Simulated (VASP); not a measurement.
A run of VASP 6.6.1:

Contents of INCAR:

```
SYSTEM = SnSe2
PREC = Accurate
ENCUT = 600
EDIFF = 1E-7
ISMEAR = 0
SIGMA = 0.03
LREAL = .False.
LASPH = .True.
NELM = 80
ALGO = Normal
ISIF = 3
LWAVE = .False.
LCHARG = .False.
GGA = MK
LUSE_VDW = .True.
AGGAC = 0.0
PARAM1 = 0.1234
PARAM2 = 0.711357
ZAB_VDW = -1.8867
IBRION = 2
NSW = 90
EDIFFG = -0.005
KPAR = 2
```

Contents of KPOINTS:

```
regular mesh
0
Gamma
  9 9 5
  0 0 0
```

Contents of POSCAR:

```
SnSe2                                   
1.0
    3.8658270499     -0.0000000000     -0.0000000000
   -1.9329135249      3.3479044318      0.0000000000
   -0.0000000000      0.0000000000      6.0914965071
  Sn              Se            
     1     2
Direct
     0.0000000000000000    0.0000000000000000    0.0000000000000000
     0.3333333332999970    0.6666666667000030    0.2627905624421732
     0.6666666667000030    0.3333333332999970    0.7372094375578268
```

Potentials or basis: VASP PAW PBE potentials, release 64 (Sn_d, Se).

Run with:

```bash
$ cat potpaw_PBE.64/Sn_d/POTCAR potpaw_PBE.64/Se/POTCAR > POTCAR
$ mpirun -np 2 vasp_std > vasp.out
```

Hardware: 2 MPI ranks on AMD EPYC 9R45 96-Core Processor (Zen 5), on a shared host.

**Question.** Estimate the wall time of this run.

**Answer.** It took 98 s on 2 MPI ranks on AMD EPYC 9R45 96-Core Processor (Zen 5), with other jobs on the host, peak memory 0.53 GiB a rank. Counts: scf iterations 18, k points 50, ion steps 2.
